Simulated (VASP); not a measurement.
Output of a VASP run:

### OSZICAR
```
       N       E                     dE             d eps       ncg     rms          rms(c)
DAV:   1     0.153561285632E+03    0.15356E+03   -0.14991E+04  1316   0.444E+03
DAV:   2     0.859732674725E+01   -0.14496E+03   -0.14286E+03  1268   0.511E+02
DAV:   3    -0.919544939885E+01   -0.17793E+02   -0.17665E+02  1364   0.138E+02
DAV:   4    -0.969803426569E+01   -0.50258E+00   -0.50145E+00  1492   0.272E+01
DAV:   5    -0.970591389295E+01   -0.78796E-02   -0.78779E-02  1380   0.339E+00    0.419E+00
DAV:   6    -0.953677263579E+01    0.16914E+00   -0.58949E-02  1348   0.244E+00    0.240E+00
DAV:   7    -0.945289423739E+01    0.83878E-01   -0.12429E-01  1320   0.301E+00    0.178E-01
DAV:   8    -0.945407744325E+01   -0.11832E-02   -0.78978E-03  1424   0.116E+00    0.541E-02
DAV:   9    -0.945418339712E+01   -0.10595E-03   -0.19209E-04  1516   0.161E-01    0.189E-02
DAV:  10    -0.945417873334E+01    0.46638E-05   -0.15858E-05  1664   0.639E-02    0.522E-03
DAV:  11    -0.945417983477E+01   -0.11014E-05   -0.22942E-06  1072   0.122E-02    0.316E-03
DAV:  12    -0.945417983818E+01   -0.34188E-08   -0.14160E-07   680   0.362E-03
   1 F= -.23828087E+01 E0= -.23828062E+01  d E =-.238281E+01
       N       E                     dE             d eps       ncg     rms          rms(c)
DAV:   1    -0.180620516728E+02   -0.86079E+01   -0.10655E+02  1658   0.194E+02    0.202E+01
DAV:   2    -0.103755333479E+02    0.76865E+01   -0.12944E+01  1632   0.124E+02    0.902E+00
DAV:   3    -0.829562545711E+01    0.20799E+01   -0.20195E+00  1672   0.313E+01    0.311E+00
DAV:   4    -0.807914586920E+01    0.21648E+00   -0.24745E-01  1458   0.750E+00    0.103E+00
DAV:   5    -0.807885785089E+01    0.28802E-03   -0.84121E-03  1924   0.183E+00    0.396E-01
DAV:   6    -0.807857786721E+01    0.27998E-03   -0.11092E-03  1588   0.559E-01    0.135E-02
DAV:   7    -0.807857474168E+01    0.31255E-05   -0.64164E-05  1658   0.122E-01    0.571E-03
DAV:   8    -0.807857512910E+01   -0.38742E-06   -0.17535E-06  1002   0.176E-02
   2 F= -.21434577E+01 E0= -.21433416E+01  d E =0.239351E+00
       N       E                     dE             d eps       ncg     rms          rms(c)
DAV:   1    -0.134038849823E+02   -0.53253E+01   -0.67707E+01  1640   0.230E+02    0.120E+01
DAV:   2    -0.102716083327E+02    0.31323E+01   -0.40671E+00  1618   0.436E+01    0.613E+00
DAV:   3    -0.920823876572E+01    0.10634E+01   -0.21105E+00  1652   0.289E+01    0.119E+00
DAV:   4    -0.915412571895E+01    0.54113E-01   -0.14492E-01  1688   0.741E+00    0.673E-01
DAV:   5    -0.914055675213E+01    0.13569E-01   -0.14980E-02  1608   0.223E+00    0.258E-01
DAV:   6    -0.914056643942E+01   -0.96873E-05   -0.37968E-04  1592   0.295E-01    0.353E-02
DAV:   7    -0.914051622244E+01    0.50217E-04   -0.22187E-04  1704   0.353E-01    0.488E-03
DAV:   8    -0.914051678801E+01   -0.56557E-06   -0.71376E-06  1332   0.269E-02
   3 F= -.24520249E+01 E0= -.24519497E+01  d E =-.692162E-01
```

**OUTCAR**
```
------------------------ aborting loop because EDIFF is reached ----------------------------------------
  FORCE on cell =-STRESS in cart. coord.  units (eV):
  Direction    XX          YY          ZZ          XY          YZ          ZX
  --------------------------------------------------------------------------------------
  Total        6.6653950      6.6653950      6.6653950     -0.0000000      0.0000000     -0.0000000
  in kB      298.9640291    298.9640291    298.9640291     -0.0000000      0.0000000     -0.0000000
  external PRESSURE =      -1.0359709 kB  Pullay stress =     300.0000000 kB
  volume of cell :       35.72
      direct lattice vectors                 reciprocal lattice vectors
     0.000000000  2.613941394  2.613941394    -0.191282024  0.191282024  0.191282024
     2.613941394 -0.000000000  2.613941394     0.191282024 -0.191282024  0.191282024
     2.613941394  2.613941394  0.000000000     0.191282024  0.191282024 -0.191282024
 POSITION                                       TOTAL-FORCE (eV/Angst)
 -----------------------------------------------------------------------------------
      0.00000      0.00000      0.00000         0.000000     -0.000000      0.000000
      1.30697      1.30697      1.30697        -0.000000      0.000000     -0.000000
 -----------------------------------------------------------------------------------
    total drift:                                0.000000      0.000000      0.000000
  FREE ENERGIE OF THE ION-ELECTRON SYSTEM (eV)
  ---------------------------------------------------
  free  energy   TOTEN  =        -9.1405167880 eV

  energy  without entropy=       -9.1403664933  energy(sigma->0) =       -9.14044164
  enthalpy is  TOTEN    =        -2.4520248706 eV   P V=        6.6884919174

 reached required accuracy - stopping structural energy minimisation
```
(Selected blocks of OUTCAR.)

File POSCAR:
```
Ge
1
    0.0000000000     2.6628967163     2.6628967163
    2.6628967163     0.0000000000     2.6628967163
    2.6628967163     2.6628967163     0.0000000000
Ge
2
Direct
  0.0000000000   0.0000000000   0.0000000000
  0.2500000000   0.2500000000   0.2500000000
```

Q: Write an INCAR and KPOINTS that could have produced this output.

A: One answer among several that fit: the input of the run itself, PBEsol GGA, plane waves, VASP's PBE PAW potentials (set 64).

**KPOINTS**
```
Automatic mesh
0
Gamma
9 9 9
0 0 0
```

INCAR:
```
SYSTEM = Ge
PREC = Accurate
ENCUT = 500
EDIFF = 1E-6
NELM = 100
ALGO = Normal
LREAL = .FALSE.
LASPH = .TRUE.
ISMEAR = 0
SIGMA = 0.05
GGA = PS
LMAXMIX = 4
LWAVE = .FALSE.
LCHARG = .FALSE.
IBRION = 2
ISIF = 3
NSW = 40
EDIFFG = -0.02
PSTRESS = 300
```

POTCAR, in this order: Ge_d (PBE.64 set). Program: vasp_std.

Energy and stress use the plane-wave basis of the starting cell.

The compound is Ge in the diamond structure. This run relaxes it under an external pressure of 30 GPa. Symmetry was kept, so distortions that lower it aren't found.
